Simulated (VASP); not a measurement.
Level of theory: optB88-vdW, VASP's PBE PAW potentials (set 64) (plane waves; VASP).

VASP input:

POSCAR:
```
WSi2
4.563870
 -0.3553412041   0.3553412041   0.8645606943
  0.3553412041  -0.3553412041   0.8645606943
  0.3553412041   0.3553412041  -0.8645606943
Si W
2 1
Cart
  0.3553412041   0.3553412041   0.2852161362
  0.3553412041   0.3553412041  -0.2852161362
  0.0000000000   0.0000000000   0.0000000000
```

File KPOINTS:
```
Automatic mesh
0
Gamma
15 15 15
0 0 0
```

INCAR:
```
ISIF = 2
NEDOS = 601
PARAM1 = 0.1833333333
PREC = Accurate
NELM = 100
LMAXMIX = 6   ! l cut-off of mixed one-centre charges
LASPH = .TRUE.   ! aspherical one-centre terms
LWAVE = .FALSE.
LUSE_VDW = .TRUE.
ALGO = Normal
GGA = BO
ISMEAR = -5   ! tetrahedra, Bloechl
LREAL = .FALSE.   ! projection in real space or not
EDIFF = 1E-7   ! SCF stop (eV)
LEFG = .TRUE.
PARAM2 = 0.22
LCHARG = .TRUE.
AGGAC = 0.0
SYSTEM = WSi2
ENCUT = 520
LORBIT = 11   ! lm-projected
```

POTCAR, in this order: Si W_sv (PBE.64 set). Program: vasp_std.

What VASP printed:

### OUTCAR
```
 ion  position               nearest neighbor table
   1  0.665  0.665  0.000-   2 2.60   3 2.64   3 2.64   3 2.64   3 2.64   3 2.64   2 2.66   2 2.66
                             2 2.66   2 2.66
   2  0.335  0.335  0.000-   1 2.60   3 2.64   3 2.64   3 2.64   3 2.64   3 2.64   1 2.66   1 2.66
                             1 2.66   1 2.66
   3  0.000  0.000  0.000-   1 2.64   2 2.64   1 2.64   2 2.64   1 2.64   2 2.64   2 2.64   1 2.64
                             1 2.64   2 2.64
  LATTYP: Found a body centered tetragonal cell.
 ALAT       =     3.2434621224
 C/A-ratio  =     2.4330437458
 Subroutine PRICEL returns:
 Original cell was already a primitive cell.
 Subroutine GETGRP returns: Found 16 space group operations
The static configuration has the point symmetry D_4h.
The dynamic configuration has the point symmetry D_4h.
 Subroutine INISYM returns: Found 16 space group operations
 Subroutine IBZKPT returns following result:
 Found    288 irreducible k-points:

 Following reciprocal coordinates:
            Coordinates               Weight
  0.000000  0.000000  0.000000      1.000000
  0.066667  0.000000  0.000000      8.000000
  0.133333  0.000000 -0.000000      8.000000
  0.200000  0.000000  0.000000      8.000000
  0.266667  0.000000 -0.000000      8.000000
  0.333333  0.000000 -0.000000      8.000000
  0.400000  0.000000 -0.000000      8.000000
  0.466667  0.000000  0.000000      8.000000
  0.066667  0.066667  0.000000      8.000000
  0.133333  0.066667  0.000000     16.000000
  0.200000  0.066667  0.000000     16.000000
  0.266667  0.066667  0.000000     16.000000
  0.333333  0.066667 -0.000000     16.000000
  0.400000  0.066667 -0.000000     16.000000
  0.466667  0.066667  0.000000     16.000000
 -0.466667  0.066667  0.000000     16.000000
 -0.400000  0.066667  0.000000     16.000000
 -0.333333  0.066667  0.000000     16.000000
 -0.266667  0.066667  0.000000     16.000000
 -0.200000  0.066667  0.000000     16.000000
 -0.133333  0.066667  0.000000     16.000000
 -0.066667  0.066667  0.000000      4.000000
  0.133333  0.133333  0.000000      8.000000
  0.200000  0.133333  0.000000     16.000000
  0.266667  0.133333  0.000000     16.000000
  0.333333  0.133333  0.000000     16.000000
  0.400000  0.133333  0.000000     16.000000
  0.466667  0.133333 -0.000000     16.000000
 -0.466667  0.133333  0.000000     16.000000
 -0.400000  0.133333  0.000000     16.000000
 -0.333333  0.133333  0.000000     16.000000
 -0.266667  0.133333  0.000000     16.000000
 -0.200000  0.133333  0.000000     16.000000
 -0.133333  0.133333  0.000000      4.000000
  0.200000  0.200000 -0.000000      8.000000
  0.266667  0.200000  0.000000     16.000000
  0.333333  0.200000  0.000000     16.000000
  0.400000  0.200000  0.000000     16.000000
  0.466667  0.200000  0.000000     16.000000
 -0.466667  0.200000  0.000000     16.000000
   k-points           NKPTS =    288   k-points in BZ     NKDIM =    288   number of bands    NBANDS=     15
   number of dos      NEDOS =    601   number of ions     NIONS =      3
   total plane-waves  NPLWV =  46656
   dimension x,y,z NGX =    36 NGY =   36 NGZ =   36
   dimension x,y,z NGXF=    72 NGYF=   72 NGZF=   72
   ions per type =               2   1
   PREC   = accura    normal or accurate (medium, high low for compatibility)
   ISTART =      0    job   : 0-new  1-cont  2-samecut
   ICHARG =      2    charge: 1-file 2-atom 10-const
   ISPIN  =      1    spin polarized calculation?
   LNONCOLLINEAR =      F non collinear calculations
   LSORBIT =      F    spin-orbit coupling
   INIWAV =      1    electr: 0-lowe 1-rand  2-diag
   ENCUT  =  520.0 eV  38.22 Ry    6.18 a.u.   8.49  8.49  8.49*2*pi/ulx,y,z
...
```

OSZICAR:
```
       N       E                     dE             d eps       ncg     rms          rms(c)
DAV:   1     0.131078372260E+03    0.13108E+03   -0.11239E+04  8640   0.148E+03
DAV:   2    -0.149396259158E+02   -0.14602E+03   -0.14462E+03  9823   0.358E+02
DAV:   3    -0.192466199669E+02   -0.43070E+01   -0.42690E+01 11727   0.521E+01
DAV:   4    -0.192792286462E+02   -0.32609E-01   -0.32653E-01  9872   0.532E+00
DAV:   5    -0.192796413865E+02   -0.41274E-03   -0.41322E-03 11608   0.608E-01    0.232E+01
DAV:   6    -0.186098447069E+02    0.66980E+00   -0.46821E+00 10376   0.154E+01    0.773E+00
DAV:   7    -0.185550551698E+02    0.54790E-01   -0.36646E-01  9774   0.364E+00    0.454E+00
DAV:   8    -0.185409638322E+02    0.14091E-01   -0.49782E-02 10971   0.203E+00    0.262E-01
DAV:   9    -0.185411313399E+02   -0.16751E-03   -0.18260E-03 10461   0.344E-01    0.159E-01
DAV:  10    -0.185412709969E+02   -0.13966E-03   -0.46366E-04 10747   0.196E-01    0.323E-02
DAV:  11    -0.185412710549E+02   -0.57945E-07   -0.41658E-05 10733   0.548E-02    0.940E-03
DAV:  12    -0.185412723959E+02   -0.13411E-05   -0.27753E-06 10853   0.119E-02    0.358E-03
DAV:  13    -0.185412716746E+02    0.72130E-06   -0.32972E-07  9905   0.561E-03    0.139E-03
DAV:  14    -0.185412716128E+02    0.61862E-07   -0.13702E-08  5230   0.107E-03
   1 F= -.18541272E+02 E0= -.18541272E+02  d E =0.000000E+00
```

File OUTCAR:
```
------------------------ aborting loop because EDIFF is reached ----------------------------------------
  FORCE on cell =-STRESS in cart. coord.  units (eV):
  Direction    XX          YY          ZZ          XY          YZ          ZX
  --------------------------------------------------------------------------------------
  Total        0.0320924      0.0320924     -0.1161091      0.0000000      0.0000000      0.0000000
  in kB        1.2387014      1.2387014     -4.4815723      0.0000000      0.0000000      0.0000000
  external PRESSURE =      -0.6680565 kB  Pullay stress =       0.0000000 kB
  volume of cell :       41.51
      direct lattice vectors                 reciprocal lattice vectors
    -1.621731061  1.621731061  3.945742616     0.000000000  0.308312526  0.126718858
     1.621731061 -1.621731061  3.945742616     0.308312526  0.000000000  0.126718858
     1.621731061  1.621731061 -3.945742616     0.308312526  0.308312526  0.000000000
 POSITION                                       TOTAL-FORCE (eV/Angst)
 -----------------------------------------------------------------------------------
      0.00000      0.00000      5.24743        -0.000000     -0.000000     -0.041288
      0.00000      0.00000      2.64405        -0.000000     -0.000000      0.041288
      0.00000      0.00000      0.00000         0.000000      0.000000      0.000000
 -----------------------------------------------------------------------------------
    total drift:                               -0.000000      0.000000     -0.000000
  FREE ENERGIE OF THE ION-ELECTRON SYSTEM (eV)
  ---------------------------------------------------
  free  energy   TOTEN  =       -18.5412716128 eV

  energy  without entropy=      -18.5412716128  energy(sigma->0) =      -18.54127161

 total charge

# of ion       s       p       d       tot
------------------------------------------
    1        0.744   0.883   0.000   1.627
    2        0.744   0.883   0.000   1.627
    3        2.312   6.290   3.588  12.190
--------------------------------------------------
tot          3.800   8.055   3.588  15.444

 Electric field gradients after diagonalization (V/A^2)
 (convention: |V_zz| > |V_xx| > |V_yy|)
----------------------------------------------------------------------
 ion       V_xx      V_yy      V_zz     asymmetry (V_yy - V_xx)/ V_zz
----------------------------------------------------------------------
   1       4.409     4.409    -8.818       0.000
   2       4.409     4.409    -8.818       0.000
   3      68.506    68.506  -137.012       0.000
```
(Selected blocks of OUTCAR.)

For a metal the tetrahedron method with Blöchl corrections gives inexact stress and forces.

The compound is WSi2 in the MoSi2 type structure. It was relaxed first.
